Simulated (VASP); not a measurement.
LiTiB4, 6 atoms in the cell. Symmetry: P6/mmm, No. 191, hexagonal system. The conventional cell has a = 3.021 Å, b = 3.021 Å, c = 6.761 Å, α = 90.00°, β = 90.00°, γ = 120.00°. Li (site symmetry 6/mmm) has 12 B at 2.51 Å as nearest neighbours. Around Ti (site symmetry 6/mmm) lie 12 B at 2.35 Å. B (site symmetry 3m) has 3 B at 1.74 Å as nearest neighbours. The cell was built by a generator and needn't be a form met in nature.

```yaml
Program: VASP 6.6.1
Task: relaxation of cell and atoms
Functional: LDA
Potentials_or_basis: VASP PAW LDA potentials, release 64 (Li_sv, Ti_sv, B)
Cutoff: 600 eV
k_mesh: 7 × 7 × 3
Occupations: fermi-dirac, width 0.05 eV
Spin: no spin polarisation
Further_INCAR_settings: ALGO = Fast; EDIFF = 1e-06; IBRION = 2; EDIFFG = -0.01; NSW = 40; ISIF = 3
```

Potentials or basis: VASP PAW LDA potentials, release 64 (Li_sv, Ti_sv, B).

Command:

```bash
$ cat potpaw_LDA.64/Li_sv/POTCAR potpaw_LDA.64/Ti_sv/POTCAR potpaw_LDA.64/B/POTCAR > POTCAR
$ mpirun -np 1 vasp_std > vasp.out
```

Hardware: 1 thread of Intel(R) Xeon(R) Platinum 8488C (Sapphire Rapids), on a shared host.

Q: Estimate the wall time of this run.

A: It took 7.1 min on 1 thread of Intel(R) Xeon(R) Platinum 8488C (Sapphire Rapids), with other jobs on the host, peak memory 0.19 GiB. Counts: scf iterations 278, k points 32, ion steps 9.
